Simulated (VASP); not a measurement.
A run of VASP 6.6.1 is set up as follows.

INCAR

```
SYSTEM = NiMoIrPdW
PREC = Accurate
ENCUT = 600
EDIFF = 1E-6
ISMEAR = -1
SIGMA = 0.05
LREAL = .False.
LASPH = .True.
NELM = 120
ALGO = Normal
ISIF = 3
LWAVE = .False.
LCHARG = .False.
ISPIN = 2
MAGMOM = 1 1 0 0.6 0
LORBIT = 11
LMAXMIX = 4
GGA = PE
IVDW = 13
IBRION = 2
NSW = 40
EDIFFG = -0.02
KPAR = 4
```

The input KPOINTS:

```
regular mesh
0
Gamma
  8 8 5
  0 0 0
```

POSCAR

```
NiMoIrPdW
1.0
    4.1170500000      0.0000000000      0.0000000000
   -2.0585300000      3.5654700000      0.0000000000
    0.0000000000      0.0000000000      5.4458000000
Ni Mo Pd Ir W
1 1 1 1 1
Direct
    0.0000000000      0.0000000000      0.9577500000
    0.6666700000      0.3333300000      0.9616100000
    0.6666700000      0.3333300000      0.4629500000
    0.3333300000      0.6666700000      0.7257200000
    0.3333300000      0.6666700000      0.2364200000
```

Potentials or basis: VASP PAW PBE potentials, release 64 (Ni, Mo_sv, Pd, Ir, W_sv).

Command:

```bash
$ cat potpaw_PBE.64/Ni/POTCAR potpaw_PBE.64/Mo_sv/POTCAR potpaw_PBE.64/Pd/POTCAR potpaw_PBE.64/Ir/POTCAR potpaw_PBE.64/W_sv/POTCAR > POTCAR
$ mpirun -np 4 vasp_std > vasp.out
```

**Question.** Predict the relaxed cell.

**Answer.** a = 4.081 Å, b = 4.081 Å, c = 5.409 Å, α = 90.00°, β = 90.00°, γ = 120.00°.

**Question.** Predict the band gap on the k mesh.

**Answer.** None (metal or under the smearing width).

The path:
```csv
step,energy change (eV),largest force (eV/Å),pressure (GPa),volume (Å³)
1,0.0000,0.0512,-5.35,79.94
2,0.1463,0.3159,14.84,73.92
3,-0.0329,0.1251,-0.06,78.06
4,-0.0329,0.1274,0.01,78.03
5,-0.0337,0.0387,0.04,78.00
6,-0.0338,0.0281,0.04,77.99
7,-0.0338,0.0150,-0.09,78.04
```

Caveat: pairwise dispersion overbinds metals, which lowers pressure and volume. The run has no spin-orbit coupling, so splittings on Ir, W are missing.
